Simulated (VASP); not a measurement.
The input files of a VASP run:

**POSCAR**
```
Cu3Sn
1.0
  5.5067900000   0.0000000000   0.0000000000
 -2.7533950000   4.7690200000   0.0000000000
  0.0000000000   0.0000000000   4.2726900000
Cu Sn
6 2
direct
  0.1510480000   0.8414680000   0.7568990000
  0.8492940000   0.1654570000   0.2485200000
  0.3099930000   0.1619450000   0.2507610000
  0.6872850000   0.8416500000   0.7444930000
  0.1539790000   0.3103940000   0.7549250000
  0.8466270000   0.6852490000   0.2424240000
  0.3282280000   0.6650780000   0.2463670000
  0.6735450000   0.3287600000   0.7556100000
```

**INCAR**
```
ALGO = Normal
EDIFF = 1E-6
ENCUT = 300
GGA = PS
ISIF = 2
ISMEAR = -1
LASPH = .TRUE.
LCHARG = .FALSE.
LMAXMIX = 4
LREAL = .FALSE.
LWAVE = .FALSE.
NELM = 100
PREC = Accurate
SIGMA = 0.05
SYSTEM = Cu3Sn
```

### KPOINTS
```
Automatic mesh
0
Gamma
3 3 4
0 0 0
```

POTCAR, in this order: Cu Sn_d (PBE.64 set). Program: vasp_std.

Problem. Write an equivalent input for Ansatz.

Solution. One equivalent input (not run):
Ansatz 0.2 input:
```yaml
crystal:
  lattice:
    - [5.5067900, 0.0000000, 0.0000000]
    - [-2.7533950, 4.7690200, 0.0000000]
    - [0.0000000, 0.0000000, 4.2726900]
  atoms:
    - { symbol: Cu, position: [0.1510480, 0.8414680, 0.7568990] }
    - { symbol: Cu, position: [0.8492940, 0.1654570, 0.2485200] }
    - { symbol: Cu, position: [0.3099930, 0.1619450, 0.2507610] }
    - { symbol: Cu, position: [0.6872850, 0.8416500, 0.7444930] }
    - { symbol: Cu, position: [0.1539790, 0.3103940, 0.7549250] }
    - { symbol: Cu, position: [0.8466270, 0.6852490, 0.2424240] }
    - { symbol: Sn, position: [0.3282280, 0.6650780, 0.2463670] }
    - { symbol: Sn, position: [0.6735450, 0.3287600, 0.7556100] }
kpoints:
  mp_grid: { grid: [3, 3, 4] }
hamiltonian:
  xc: pbesol
  pseudopotentials: { kind: paw }
scf:
  occupations: { method: fermi_dirac, width: 0.05 }
  max_iter: 100
output: { forces: true, stress: true, eigenvalues: true }
```
What does not carry over: each code has its own PAW files, so the cut-off isn't converted (ENCUT is set for VASP's; basis.ecutwfc is left out, and Ansatz then takes the one that its files recommend); Ansatz stops its SCF on the density residual and VASP on the energy change (EDIFF).

The structure comes from a computed database's Cu3Sn entry; how it stands against other phases isn't given here. The cell was not relaxed at this level, atoms are displaced from their ideal sites. The k-mesh is coarse (spacing up to 0.44 per Å, 2π included), so the numbers may not be converged in it.
